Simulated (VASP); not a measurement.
La (dhcp) is relaxed at rising pressure, each step from the one before. Symmetry mostly holds the structure type, and other phases were not tried. The mesh follows the cell, and a change of mesh leaves a small step in the series.

Consider the following.

```yaml
crystal:
  lattice:
    - [1.80025, -3.11813, 0.00000]
    - [1.80025, 3.11813, 0.00000]
    - [0.00000, 0.00000, 11.45903]
  atoms:
    - { symbol: La, position: [0.00000, 0.00000, 0.50000] }
    - { symbol: La, position: [0.00000, 0.00000, 0.00000] }
    - { symbol: La, position: [0.33333, 0.66667, 0.25000] }
    - { symbol: La, position: [0.66667, 0.33333, 0.75000] }
```

All values below come from LDA (Ceperley-Alder, Perdew-Zunger), VASP's LDA PAW potentials (set 64) (plane waves; VASP 6.6.1). Settings: 500 eV cut-off, 10×10×3 Γ-centred mesh, first-order Methfessel-Paxton smearing of 0.10 eV, potentials La.

```
P (GPa)  V (Å³/atom)  H − H(0) (eV/atom)  space group  gap on the mesh (eV)   k-mesh
-------  -----------  ------------------  -----------  --------------------  -------
0              32.16               0.000     P6_3/mmc                  0.00  10×10×3
5              28.11               0.933     P6_3/mmc                  0.00  10×10×3
10               ___                 ___     P6_3/mmc                  0.00  11×11×3
20             22.03               3.237     P6_3/mmc                  0.00  11×11×3
30               ___                 ___     P6_3/mmc                  0.00  12×12×3
45             18.67               6.381     P6_3/mmc                  0.00  12×12×3
```

Task: Some entries are withheld; supply them.

Result: 
- 30, V (Å³/atom): 20.37
- 30, H − H(0) (eV/atom): 4.561
- 10, V (Å³/atom): 25.42
- 10, H − H(0) (eV/atom): 1.768

Pressures at which the relaxation failed are left out.

The compound is La in the dhcp structure.
